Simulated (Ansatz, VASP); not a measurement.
# GaCuSe2: VASP beside Ansatz

Wanted: the spread between two codes on one cell, functional and k mesh. Of the first pair: The cell is taken from a series of runs on this material, whose earlier steps may have relaxed, scaled, displaced or heated it; both programs get it as it stands.

Main program and level: Ansatz 0.2.0; plane waves, with VASP 6.6.1 beside it; relaxation of cell and atoms at LDA and single point at LDA.

## (1) Set-up

Symmetry: I-42d, No. 122, tetragonal system. Conventional cell: a = 5.509 Å, b = 5.509 Å, c = 10.959 Å, α = 90.00°, β = 90.00°, γ = 90.00°. Nearest to Cu lie 4 Se at 2.35 Å. Nearest to Ga lie 4 Se at 2.41 Å. Nearest to Se lie 2 Cu at 2.35 Å and 2 Ga at 2.41 Å. Farther neighbours and most contacts between anions are not listed.

As a file:

```cif
data_structure
_symmetry_space_group_name_H-M 'P 1'
_symmetry_Int_Tables_number 1
_cell_length_a 6.7228
_cell_length_b 6.7228
_cell_length_c 6.7228
_cell_angle_alpha 131.628
_cell_angle_beta 131.628
_cell_angle_gamma 70.817
_cell_volume 166.27
loop_
_atom_site_label
_atom_site_type_symbol
_atom_site_fract_x
_atom_site_fract_y
_atom_site_fract_z
_atom_site_occupancy
Cu1 Cu 0.00000 0.00000 0.00000 1
Cu2 Cu 0.75000 0.25000 0.50000 1
Ga3 Ga 0.50000 0.50000 0.00000 1
Ga4 Ga 0.25000 0.75000 0.50000 1
Se5 Se 0.37500 0.36592 0.49092 1
Se6 Se 0.63408 0.12500 0.00908 1
Se7 Se 0.87500 0.88408 0.50908 1
Se8 Se 0.11592 0.62500 0.99092 1
```

## (2) Ansatz: relaxation of cell and atoms, LDA

Ansatz runs on its PAW soft_1 files.

The relaxed volume is the usual yardstick between codes: in a stiff, nearly cubic crystal its relative difference is about their pressure difference at one cell divided by the bulk modulus.

Contents of input.yaml:

```yaml
crystal:
  lattice:
    - [-2.7543365474, 2.7543365474, 5.4793751795]
    - [2.7543365474, -2.7543365474, 5.4793751795]
    - [2.7543365474, 2.7543365474, -5.4793751795]
  atoms:
    - { symbol: Cu, position: [0.0, 0.0, 0.0] }
    - { symbol: Cu, position: [0.75, 0.25, 0.5] }
    - { symbol: Ga, position: [0.5, 0.5, 0.0] }
    - { symbol: Ga, position: [0.25, 0.75, 0.5] }
    - { symbol: Se, position: [0.375, 0.3659248661, 0.4909248661] }
    - { symbol: Se, position: [0.6340751339, 0.125, 1.0090751339] }
    - { symbol: Se, position: [0.875, 0.8840751339, 0.5090751339] }
    - { symbol: Se, position: [0.1159248661, 0.625, -0.0090751339] }
kpoints:
  mp_grid: { grid: [8, 8, 8] }
hamiltonian:
  xc: lda
  pseudopotentials: { kind: paw, azcp: { folder: soft_1 }, xc_functional: pbe }
scf:
  occupations: { method: gaussian, width: 0.01 }
output:
  forces: true
  stress: true
  eigenvalues: true
relax:
  adjacent_minimum: "off"
  f_tol: 0.001
  max_steps: 60
  cell: { stress_tol: 0.01 }
```

Launch:

```
ansatz run input.yaml --threads 4 --pin off --max-ram 16384MiB --backend cpu --events-out ev --progress --plain --runs-dir out
```

Numbers of over 12 decimals in the logs are rounded to 6 here.

The log of the run:

```text
Engine: ansatz 0.2.0, x86_64-unknown-linux-gnu
Pseudopotentials: kind: paw
Pseudopotential: Cu, paw, valence charge 19, recommended cutoff 420 eV (normal), soft_1/Cu.paw.azcp
Pseudopotential: Ga, paw, valence charge 13, recommended cutoff 420 eV (normal), soft_1/Ga.paw.azcp
Pseudopotential: Se, paw, valence charge 16, recommended cutoff 420 eV (normal), soft_1/Se.paw.azcp
Functional definition: SPW92
  exchange = slater_x
  correlation = pw_c
Crystal: 8 atoms, lattice volume = 166.274 Å³
Basis set: ecut = 420 eV, 3243 PW (Γ)
Bands: 77, of which v1, the nominal top of the filled ones, is band 64 counted from 1 (63 counted from 0)
Symmetry: 8 space group operations
Space group: I-42d (ITA 122), of the structure as read, at distance tolerance 5.5e-5 Å
k-points: 59 of 512 (time reversal used)
Non-local potential: Cu, projectors of the file, l = 0: 3, l = 1: 2, l = 2: 3, l = 3: 1
Non-local potential: Ga, projectors of the file, l = 0: 2, l = 1: 2, l = 2: 3, l = 3: 1
Non-local potential: Se, projectors of the file, l = 0: 2, l = 1: 2, l = 2: 3, l = 3: 1
PAW form: soft (Blöchl's): semilocal exchange-correlation on the pseudo side does not see the compensation charge
PAW frozen core: Cu, regenerated for the run's functional, and the local potential with it (the file was generated under x = pbe(κ = 0.804, μ = 0.219515), c = pbe(β = 0.066725))
PAW frozen core: Ga, regenerated for the run's functional, and the local potential with it (the file was generated under x = pbe(κ = 0.804, μ = 0.219515), c = pbe(β = 0.066725))
PAW frozen core: Se, regenerated for the run's functional, and the local potential with it (the file was generated under x = pbe(κ = 0.804, μ = 0.219515), c = pbe(β = 0.066725))
PAW one-centre angular grid: Cu, 590 points (default); XC on 64 Gauss nodes
PAW one-centre angular grid: Ga, 590 points (default); XC on 64 Gauss nodes
PAW one-centre angular grid: Se, 590 points (default); XC on 64 Gauss nodes
Initial density: superposition of atomic densities (chi_scale 0.1, normalization cell, long waves kept (reshape's long-wave potential 0.00 eV rms))
Initial wavefunctions: pseudopotential atomic-orbital guess
Functional: x = slater, c = lda
SCF iter   1: F=—  HF=-42063.195444 eV  |F-HF|=—  |Δ(HF+E_count)|=         —  Δρ=5.04e-2  dr2=3.25e0  ethr=3.10e-3  ⟨swp⟩=5.7  Hψ=15352  notcnv=0
preconditioner: auto → Resta (q_TF=auto, 2.612 Å⁻¹)  ε∞=4.5  [insulator: Δε(μ)=0.431 eV  Ē_g=13.073 eV  σ=0.010 eV  W_gap=1.00  n_scr=44 (ndim 8)  ℏωp=24.4 eV  f_vac=0.037  D(μ)=0.00/eV (n_scr^D=0)  ε∞_Penn≈4.5]
SCF iter   2: F=—  HF=-42062.433752 eV  |F-HF|=—  |Δ(HF+E_count)|=   7.62e-1  Δρ=3.53e-2  dr2=1.13e0  ethr=2.54e-3  ⟨swp⟩=3.1  Hψ=7705  notcnv=0  defer=412
SCF iter   3: F=—  HF=-42062.371190 eV  |F-HF|=—  |Δ(HF+E_count)|=   6.26e-2  Δρ=2.64e-2  dr2=8.68e-1  ethr=8.80e-4  ⟨swp⟩=2.0  Hψ=9389  notcnv=0  defer=414
SCF iter   4: F=—  HF=-42062.126080 eV  |F-HF|=—  |Δ(HF+E_count)|=   2.45e-1  Δρ=1.11e-2  dr2=1.24e-1  ethr=6.78e-4  ⟨swp⟩=2.6  Hψ=8206  notcnv=0  defer=414
SCF iter   5: F=—  HF=-42062.115402 eV  |F-HF|=—  |Δ(HF+E_count)|=   1.07e-2  Δρ=3.08e-3  dr2=1.03e-2  ethr=9.72e-5  ⟨swp⟩=2.0  Hψ=7725  notcnv=0  defer=420
SCF iter   6: F=—  HF=-42062.112248 eV  |F-HF|=—  |Δ(HF+E_count)|=   3.15e-3  Δρ=9.17e-4  dr2=1.58e-3  ethr=8.05e-6  ⟨swp⟩=2.0  Hψ=6594  notcnv=0  defer=420
SCF iter   7: F=—  HF=-42062.112549 eV  |F-HF|=—  |Δ(HF+E_count)|=   3.01e-4  Δρ=4.71e-4  dr2=3.16e-4  ethr=1.23e-6  ⟨swp⟩=2.0  Hψ=6594  notcnv=0  defer=420
SCF iter   8: F=—  HF=-42062.112448 eV  |F-HF|=—  |Δ(HF+E_count)|=   1.01e-4  Δρ=2.12e-4  dr2=4.48e-5  ethr=2.47e-7  ⟨swp⟩=2.0  Hψ=7442  notcnv=0  defer=420
SCF iter   9: F=—  HF=-42062.112478 eV  |F-HF|=—  |Δ(HF+E_count)|=   2.98e-5  Δρ=4.47e-5  dr2=2.00e-6  ethr=3.50e-8  ⟨swp⟩=2.0  Hψ=5377  notcnv=0  defer=420
SCF iter  10: F=—  HF=-42062.112479 eV  |F-HF|=—  |Δ(HF+E_count)|=   8.08e-7  Δρ=1.30e-5  dr2=1.79e-7  ethr=1.56e-9  ⟨swp⟩=2.0  Hψ=6246  notcnv=0  defer=420
SCF iter  11: F=-42062.112479 eV  HF=-42062.112479 eV  |F-HF|=2.27e-8  |Δ(HF+E_count)|=   1.09e-8  Δρ=3.01e-6  dr2=1.12e-8  ethr=7.81e-11  ⟨swp⟩=10.1  Hψ=21022  notcnv=0
SCF 1 converged in 11 iterations: F = -42062.112479 eV  dr2 = 1.12e-8
  greatest PAW one-centre occupation: 1.000 electrons in one spin orbital (limit 2), on the Cu atom at site 1 (counted from 0), in its partial waves of l = 0
relax step   1: F+E_penalty+E_count = -42062.11247874 eV  Δ(F+E_penalty+E_count) = +0.000e0 eV  max|allowed force component| = 2.651e-4 eV/Å  Δτ_max = 0.0000 Å  P = +0.002 GPa  Ω = 166.274 Å³  (11 SCF iters, dr2 threshold 1.00e-7 eV, accepted)
[...]
relax step   2: F+E_penalty+E_count = -42062.11247969 eV  Δ(F+E_penalty+E_count) = -9.459e-7 eV  max|allowed force component| = 3.449e-4 eV/Å  Δτ_max = 0.0000 Å  P = +0.000 GPa  Ω = 166.278 Å³  energy of the carried Pulay correction = -9.348e-7 eV  (5 SCF iters, dr2 threshold 3.75e-10 eV, accepted)
[...]
relax step   3: F+E_penalty+E_count = -42062.11248005 eV  Δ(F+E_penalty+E_count) = -3.581e-7 eV  max|allowed force component| = 3.472e-4 eV/Å  Δτ_max = 0.0000 Å  P = +0.000 GPa  Ω = 166.278 Å³  stress off target by 2.88e-3 GPa  SCF on the basis re-selected at this cell (its energy is not comparable with the rows above)  (6 SCF iters)
basis re-selected at this cell: Δ(F+E_penalty+E_count) = -3.581e-7 eV, ΔP = -0.000 GPa vs the last step (what re-selecting the basis moved, of the pressure what is left beyond the Pulay correction that the steps carried, after the strain that the cell walked since its last selection, with what the two solves' SCF thresholds leave and, on support functions, any second-order correction that the steps lacked; it is no m [...]
SCF converged after 6 iterations
Free energy (F): -42062.112480 eV
Harris-Foulkes:  -42062.112480 eV  (|F-HF|=2.18e-11)
Internal energy: -42062.112480 eV  (E = F + TS)
E sigma→0 (E₀):  -42062.112480 eV
Fermi energy:    8.962495 eV
--- Per-component energies (eV) ---
  E_band       = -2635.288787
  E_kinetic    = 1198.205359
  E_local      = -25424.973520  (includes V_loc(G=0)·N_el)
  E_nonlocal   = 216.012061
  E_hartree    = 12563.921125
  E_xc         = -603.408566
  E_vxc        = -654.356266  (∫ρ·V_xc dr)
  E_paw        = -15514.496032  (= ΣΔE_a)
  E_vpaw       = -3098.018277  (= ΣTr[D̂ρ^β])
  E_aug_tail   = -0.000347  (compensation charges beyond the density's cutoff)
  E_ewald      = -14510.598284
  E_core_change = 13.225724  (= ΣΔE_core)
  E_smearing   = -0.000000  (= −TS)
  E_closure    = 0.000000  (closes the sum)
  Σ components = -42062.112480   (vs F -42062.112480, Δ=0.00e0)
--- Forces (eV/Å), atoms counted from 1 ---
  atom   1  Cu    -0.00000000    -0.00000000     0.00000000
  atom   2  Cu    -0.00000000    -0.00000000    -0.00000000
  atom   3  Ga    -0.00000000    -0.00000000     0.00000000
  atom   4  Ga    -0.00000000    -0.00000000     0.00000000
  atom   5  Se    -0.00034725     0.00000000     0.00000000
  atom   6  Se    -0.00000000     0.00034725     0.00000000
  atom   7  Se     0.00034725     0.00000000    -0.00000000
  atom   8  Se    -0.00000000    -0.00034725    -0.00000000
  max |Σ_I F_I| component: 5.34e-17 eV/Å
--- Stress (GPa, compression-positive) ---
       -0.000984      -0.000000      -0.000000
       -0.000000      -0.000984       0.000000
       -0.000000       0.000000       0.002879
  P = ⅓ Tr σ = 0.0003 GPa (0.003 kbar)
--- Band table (eV; the first three rows and the last of 59) ---
  k-point 0: bands = [... 60 lower, 6.9944, 8.7875, 8.7875, 8.8752, 9.0498, 10.5970, 10.9565, 12.7735, ... 9 higher]
  k-point 1: bands = [... 60 lower, 7.1132, 7.8603, 8.6132, 8.7417, 9.9704, 10.8262, 11.4839, 12.6137, ... 9 higher]
  k-point 2: bands = [... 60 lower, 7.3052, 7.4033, 8.0995, 8.6081, 10.5645, 10.9441, 12.0189, 12.4318, ... 9 higher]
  k-point 58: bands = [... 60 lower, 7.4696, 7.4696, 7.8004, 7.8004, 10.5711, 10.5711, 10.5980, 10.5980, ... 9 higher]
--- Relaxed structure (2 steps of the walk, 2 accepted, 1 SCFs on fresh bases) ---
  F+E_penalty+E_count = -42062.11248005 eV   max|allowed force component| = 3.472e-4 eV/Å   (the final SCF, on the basis selected at the relaxed cell)
  cell:  # Å, volume = 166.2779 Å³
    - [-2.754107, 2.754107, 5.480411]
    - [2.754107, -2.754107, 5.480411]
    - [2.754107, 2.754107, -5.480411]
  atoms:
    - { symbol: Cu, position: [0, 0, 0] }
    - { symbol: Cu, position: [0.750000, 0.25, 0.500000] }
    - { symbol: Ga, position: [0.500000, 0.500000, 0] }
    - { symbol: Ga, position: [0.25, 0.750000, 0.500000] }
    - { symbol: Se, position: [0.375, 0.365921, 0.490921] }
    - { symbol: Se, position: [0.634079, 0.125000, 1.009079] }
    - { symbol: Se, position: [0.875000, 0.884079, 0.509079] }
    - { symbol: Se, position: [0.115921, 0.625, -0.00907941] }
```

[end of part 1 of 3]

[Lines on the potential files, build, host, timing and source positions are cut from VASP's logs without a mark.]

[Logs are printed without paths, hosts, clocks, repeated set-up lines and the standing remarks that a program may print on its own settings, such as how far it seeks lower states.]

[Hosts, paths, dates, database ids (printed as entryN), source tags and the programs' standing remarks are cut or masked in the printed files.]
